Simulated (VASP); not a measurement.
Calculation: PBE GGA, VASP's PBE PAW potentials (set 64) (plane waves; VASP 6.6.1).

A VASP calculation is set up with these files.

**KPOINTS**
```
K-points
0
Gamma
  6 6 6
```

POSCAR:
```
PbTe
4.6432740
  0.0000000000   0.7071067705   0.7071067705
  0.7071067705   0.0000000000   0.7071067705
  0.7071067705   0.7071067705   0.0000000000
Te Pb
1 1
Cart
  0.7071067705   0.7071067705   0.7071067705
  0.0000000000   0.0000000000   0.0000000000
```

INCAR:
```
SYSTEM = PbTe
PREC = Accurate; ENCUT = 520; LREAL = .FALSE.
LASPH = .TRUE.
EDIFF = 1E-6; NELM = 100; ALGO = Normal
LMAXMIX = 4
ISMEAR = 0; SIGMA = 0.05
GGA = PE
LWAVE = .FALSE.; LCHARG = .TRUE.
```

POTCAR, in this order: Te Pb_d (PBE.64 set). Program: vasp_std.

The resulting files:

### OSZICAR
```
       N       E                     dE             d eps       ncg     rms          rms(c)
DAV:   1     0.152608286452E+03    0.15261E+03   -0.94427E+03   448   0.141E+03
DAV:   2     0.324414475622E+01   -0.14936E+03   -0.14632E+03   484   0.341E+02
DAV:   3    -0.737753387318E+01   -0.10622E+02   -0.10494E+02   592   0.964E+01
DAV:   4    -0.766001789488E+01   -0.28248E+00   -0.28241E+00   568   0.190E+01
DAV:   5    -0.766808358037E+01   -0.80657E-02   -0.80656E-02   588   0.269E+00    0.303E+00
DAV:   6    -0.752529459721E+01    0.14279E+00   -0.34757E-01   564   0.458E+00    0.186E+00
DAV:   7    -0.752179604553E+01    0.34986E-02   -0.98911E-02   560   0.172E+00    0.921E-01
DAV:   8    -0.752385149174E+01   -0.20554E-02   -0.10454E-02   484   0.120E+00    0.136E-01
DAV:   9    -0.752380395598E+01    0.47536E-04   -0.11858E-03   654   0.374E-01    0.526E-02
DAV:  10    -0.752386412035E+01   -0.60164E-04   -0.13756E-04   466   0.842E-02    0.247E-02
DAV:  11    -0.752387356480E+01   -0.94445E-05   -0.25081E-05   504   0.399E-02    0.710E-03
DAV:  12    -0.752387391303E+01   -0.34823E-06   -0.18459E-06   546   0.162E-02
   1 F= -.75238739E+01 E0= -.75238739E+01  d E =-.909723E-13
```

OUTCAR:
```
------------------------ aborting loop because EDIFF is reached ----------------------------------------
  FORCE on cell =-STRESS in cart. coord.  units (eV):
  Direction    XX          YY          ZZ          XY          YZ          ZX
  --------------------------------------------------------------------------------------
  Total        0.0008451      0.0008451      0.0008451     -0.0000000      0.0000000      0.0000000
  in kB        0.0191285      0.0191285      0.0191285     -0.0000000      0.0000000      0.0000000
  external PRESSURE =       0.0191285 kB  Pullay stress =       0.0000000 kB
  volume of cell :       70.79
      direct lattice vectors                 reciprocal lattice vectors
     0.000000000  3.283290483  3.283290483    -0.152286251  0.152286251  0.152286251
     3.283290483  0.000000000  3.283290483     0.152286251 -0.152286251  0.152286251
     3.283290483  3.283290483  0.000000000     0.152286251  0.152286251 -0.152286251
  FREE ENERGIE OF THE ION-ELECTRON SYSTEM (eV)
  ---------------------------------------------------
  free  energy   TOTEN  =        -7.5238739130 eV

  energy  without entropy=       -7.5238739130  energy(sigma->0) =       -7.52387391
```
(Selected blocks of OUTCAR.)

File OUTCAR:
```
 val. band max:        5.0097908496   @ k =   0.5000   0.0000   0.0000

 cond. band min:       5.8397150281   @ k =   0.5000   0.0000   0.0000


 Fermi energy:         5.2468095229

 k-point     1 :       0.0000    0.0000    0.0000
  band No.  band energies     occupation
      1     -11.6349      2.00000
      2     -11.6349      2.00000
      3     -11.6292      2.00000
      4     -11.6292      2.00000
      5     -11.6292      2.00000
      6      -6.6138      2.00000
      7      -0.6978      2.00000
      8       3.8501      2.00000
      9       3.8501      2.00000
     10       3.8501      2.00000
     11       9.0374      0.00000
     12       9.0374      0.00000
     13       9.0374      0.00000
     14      10.9219      0.00000

 k-point     2 :       0.1667    0.0000    0.0000
  band No.  band energies     occupation
      1     -11.6375      2.00000
      2     -11.6375      2.00000
      3     -11.6286      2.00000
      4     -11.6259      2.00000
      5     -11.6259      2.00000
      6      -6.3936      2.00000
      7      -1.3207      2.00000
      8       3.9175      2.00000
      9       3.9175      2.00000
     10       4.1650      2.00000
     11       7.9126      0.00000
     12       8.1673      0.00000
     13       8.1673      0.00000
     14      10.7883      0.00000

 k-point     3 :       0.3333    0.0000    0.0000
  band No.  band energies     occupation
      1     -11.6436      2.00000
      2     -11.6436      2.00000
      3     -11.6274      2.00000
      4     -11.6186      2.00000
      5     -11.6186      2.00000
      6      -5.7981      2.00000
      7      -2.5600      2.00000
      8       4.1172      2.00000
      9       4.1172      2.00000
     10       4.6705      2.00000
     11       6.5246      0.00000
     12       6.9496      0.00000
     13       6.9496      0.00000
     14      11.6698      0.00000

 k-point     4 :       0.5000    0.0000    0.0000
  band No.  band energies     occupation
...
```

Unless said otherwise, spin-orbit coupling is left out, though it shifts the bands of the heavy elements here.

The compound is PbTe in the rock salt structure. It was relaxed first, which changed the volume by +5 %.
